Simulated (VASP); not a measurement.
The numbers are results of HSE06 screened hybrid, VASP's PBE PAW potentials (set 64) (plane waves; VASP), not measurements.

VASP ran on this input.

### INCAR
```
LWAVE=.FALSE.
PRECFOCK=Fast
PREC=Normal
ISIF=0
AEXX=0.25
HFSCREEN=0.2   # 1/Angstrom
LCHARG=.FALSE.
SYSTEM=Al35TiN35
ISMEAR=0   # Gaussian
NELM=50   # most electronic steps
LMAXMIX=4   # l cut-off of mixed one-centre charges
LHFCALC=.TRUE.
EDIFF=1E-5   # SCF stop (eV)
GGA=PE   # PBE
ISYM=0
NELMIN=4
LASPH=.TRUE.   # aspherical one-centre terms
ALGO=Normal   # blocked Davidson
SIGMA=0.05   # width (eV)
LREAL=Auto   # projection in real space or not
ENCUT=400
```

KPOINTS:
```
Automatic mesh
0
Gamma
1 1 1
0 0 0
```

POSCAR:
```
Al35TiN35
1
    4.6932676572    -8.1289780179     0.0000000000
    4.6932676572     8.1289780179     0.0000000000
    0.0000000000     0.0000000000    10.0192026156
Al N Ti
35 35 1
Direct
  0.2227752136   0.1137319657   0.2502590011
  0.1112747737   0.2232902037   0.9979920686
  0.2215343347   0.1096724039   0.7519170913
  0.1108924668   0.2292542082   0.5068536965
  0.2302210479   0.4488355283   0.2472915083
  0.1113315871   0.5548695582   0.9977885674
  0.2218529820   0.4442207982   0.7442202946
  0.1111015436   0.5483289831   0.5062248864
  0.2227549295   0.7759893874   0.2502355953
  0.1110306162   0.8888916473   0.0019533852
  0.2214928577   0.7783897938   0.7517313872
  0.1102237138   0.8885319047   0.5013093121
  0.5558176703   0.1113097939   0.2500631170
  0.4442625570   0.2218083056   0.9993059656
  0.5556115941   0.1111318829   0.7509247442
  0.4433903716   0.2199558045   0.5017321546
  0.5576316198   0.4438449520   0.2449340332
  0.4452736614   0.5560268020   0.9941389008
  0.5545116636   0.4449681038   0.7485333572
  0.5576068190   0.7806615426   0.2451254009
  0.4442941836   0.8892216965   0.9993018664
  0.5545691231   0.7762876400   0.7485376762
  0.4434047653   0.8902461736   0.5017192692
  0.8913966322   0.1136135859   0.2500154567
  0.7772361218   0.2219904966   0.0012054703
  0.8863566771   0.1093143656   0.7523124483
  0.7774859082   0.2221321054   0.5007297583
  0.8913491790   0.4446660649   0.2497851958
  0.7778712655   0.5555008241   0.0000122755
  0.8864712878   0.4436867365   0.7519545500
  0.7797252853   0.5563131294   0.5004579746
  0.8897353733   0.7783378335   0.2501366622
  0.7777576518   0.8890054523   0.0001544864
  0.8879162437   0.7772856913   0.7503962119
  0.7797206175   0.8901489943   0.5005572124
  0.2221910315   0.1152913350   0.4426914229
  0.1124577454   0.2244948386   0.1900429825
  0.2219886807   0.1102841151   0.9426973258
  0.1075022905   0.2170750270   0.6970398182
  0.1123540461   0.5550820953   0.1897520775
  0.2219724253   0.4443784892   0.9392020314
  0.1076341047   0.5570266985   0.6965297483
  0.2221872185   0.7738671208   0.4426297926
  0.1123498549   0.8896714901   0.1938222401
  0.2220257326   0.7785037028   0.9425215430
  0.1102810319   0.8884592239   0.6917839385
  0.5552415605   0.1110405297   0.4416093226
  0.4446735671   0.2216916545   0.1906846907
  0.5556490525   0.1112196158   0.9416857006
  0.4436739414   0.2212602968   0.6918965745
  0.5570695206   0.4405386597   0.4384320276
  0.4532619595   0.5601100498   0.1852200421
  0.5564301871   0.4434658914   0.9400084361
  0.4433891181   0.5550388698   0.6928262511
  0.5571142536   0.7833040654   0.4386480898
  0.4446257144   0.8897856891   0.1907084399
  0.5564209646   0.7796958927   0.9400148649
  0.4436733640   0.8890874879   0.6918756998
  0.8904287455   0.1134741539   0.4418145327
  0.7778978692   0.2223497649   0.1923771984
  0.8874826831   0.1105861821   0.9427815341
  0.7772073387   0.2218710441   0.6918958464
  0.8904708731   0.4437227559   0.4415998498
  0.7803173878   0.5561455763   0.1916199135
  0.8875907244   0.4436315327   0.9425135534
  0.7768294864   0.5551671403   0.6907784033
  0.8890528093   0.7779170297   0.4415357454
  0.7803265498   0.8911052721   0.1917381890
  0.8888738292   0.7778026924   0.9419186453
  0.7768864812   0.8883539069   0.6908540279
  0.4249915184   0.5457887502   0.4784065188
```

POTCAR, in this order: Al N Ti (PBE.64 set). Program: vasp_gam. Read from the step before: WAVECAR.

What VASP printed:

**OSZICAR**
```
       N       E                     dE             d eps       ncg     rms          rms(c)
DAV:   1    -0.615713225144E+03   -0.61571E+03   -0.17989E+01   486   0.966E+00    0.491E+01
DAV:   2    -0.615756788885E+03   -0.43564E-01   -0.64666E-01   470   0.244E+00    0.333E+01
DAV:   3    -0.615752953619E+03    0.38353E-02   -0.45265E-02   456   0.637E-01    0.206E+01
DAV:   4    -0.615742314109E+03    0.10640E-01   -0.19260E-02   480   0.495E-01    0.124E+01
DAV:   5    -0.615739554784E+03    0.27593E-02   -0.61132E-03   464   0.266E-01    0.738E+00
DAV:   6    -0.615738842362E+03    0.71242E-03   -0.10255E-03   512   0.123E-01    0.434E+00
DAV:   7    -0.615738483563E+03    0.35880E-03   -0.58120E-04   488   0.704E-02    0.252E+00
DAV:   8    -0.615738420765E+03    0.62798E-04   -0.10315E-04   416   0.257E-02    0.147E+00
DAV:   9    -0.615738388801E+03    0.31964E-04   -0.29124E-05   312   0.213E-02    0.859E-01
DAV:  10    -0.615738384574E+03    0.42268E-05   -0.16534E-05   272   0.120E-02
   1 F= -.61573838E+03 E0= -.61573838E+03  d E =-.723388E-12
```

OUTCAR:
```
------------------------ aborting loop because EDIFF is reached ----------------------------------------
  volume of cell :      764.49
      direct lattice vectors                 reciprocal lattice vectors
     4.693267657 -8.128978018  0.000000000     0.106535582 -0.061508347  0.000000000
     4.693267657  8.128978018  0.000000000     0.106535582  0.061508347  0.000000000
     0.000000000  0.000000000 10.019202616     0.000000000  0.000000000  0.099808342
  FREE ENERGIE OF THE ION-ELECTRON SYSTEM (eV)
  ---------------------------------------------------
  free  energy   TOTEN  =      -615.7383845744 eV

  energy  without entropy=     -615.7383845744  energy(sigma->0) =     -615.73838457

  exchange ACFDT corr.  =         0.00000000  see jH, gK, PRB 81, 115126
```
(Selected blocks of OUTCAR.)

The supercell is sampled at Γ alone, which is coarse: total energies, pressure and levels can be off, energies of defects by several tenths of an eV.

The cell is a supercell with a defect, built from AlN (wurtzite): Ti_Al-vac_N. The cell's shape comes from a PBE relaxation. The run is not spin-polarised, so no state with unpaired spins was tried.
